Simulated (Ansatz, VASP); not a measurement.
# Two plane-wave programs on Ga2C3

INCAR

```
PREC = Accurate
ENCUT = 600
EDIFF = 1E-6
ISMEAR = 0
SIGMA = 0.1
LREAL = F
LASPH = T
NELM = 100
ALGO = Normal
ISIF = 3
LWAVE = F
LCHARG = F
GGA = PE
IBRION = 2
NSW = 90
EDIFFG = -0.04
```

The input KPOINTS:

```
regular mesh
0
Gamma
  6 6 4
```

Contents of POSCAR:

```
Ga2C3
1.0
    3.4756830189      0.0000000000      0.0000000000
   -1.7378415094      3.0100297898      0.0000000000
    0.0000000000      0.0000000000      5.4075981994
Ga C
2 3
Direct
    0.3333333333      0.6666666667      0.2450000000
    0.6666666667      0.3333333333      0.7550000000
    0.0000000000      0.0000000000      0.0000000000
    0.3333333333      0.6666666667      0.6450000000
    0.6666666667      0.3333333333      0.3550000000
```

Input for Ansatz:

```yaml
crystal:
  lattice:
    - [3.4756830189, 0.0, 0.0]
    - [-1.7378415094, 3.0100297898, 0.0]
    - [0.0, 0.0, 5.4075981994]
  atoms:
    - { symbol: Ga, position: [0.3333333333, 0.6666666667, 0.245] }
    - { symbol: Ga, position: [0.6666666667, 0.3333333333, 0.755] }
    - { symbol: C, position: [0.0, 0.0, 0.0] }
    - { symbol: C, position: [0.3333333333, 0.6666666667, 0.645] }
    - { symbol: C, position: [0.6666666667, 0.3333333333, 0.355] }
basis:
  ecutwfc: 420
kpoints:
  mp_grid: { grid: [6, 6, 4] }
hamiltonian:
  xc: pbe
scf:
  occupations: { method: gaussian, width: 0.1 }
  lower_state_search: "off"
output:
  forces: true
  stress: true
  eigenvalues: true
relax:
  adjacent_minimum: "off"
  f_tol: 0.04
  max_steps: 70
  cell: { stress_tol: 0.4 }
```

Alike in both runs: task relaxation of cell and atoms; functional PBE; k mesh 6 × 6 × 4; occupations gaussian, width 0.1 eV; no spin polarisation.

|  | VASP | Ansatz |
| --- | --- | --- |
| version | VASP 6.6.1 | Ansatz 0.2.0 |
| potentials or method | VASP PAW PBE potentials, release 64 (Ga_d, C) | scalar-relativistic, plane waves, PAW |
| plane-wave cutoff (eV) | 600 | 420 |
| valence electrons in the cell | 38 | 38 |

```tsv
	VASP	Ansatz	Ansatz less VASP
gap on the k mesh at the Fermi level, each at its own relaxed structure (eV)	none	none	-
relaxed volume (Å³/atom)	11.44	11.44	-0.003
relaxed cell length with the largest relative difference (Å)	5.505	5.511	+0.0059
energy change over the relaxation (meV/atom)	-110	-110	+0.4
```

A gap of «none» marks a metal or a gap that the smearing closes.
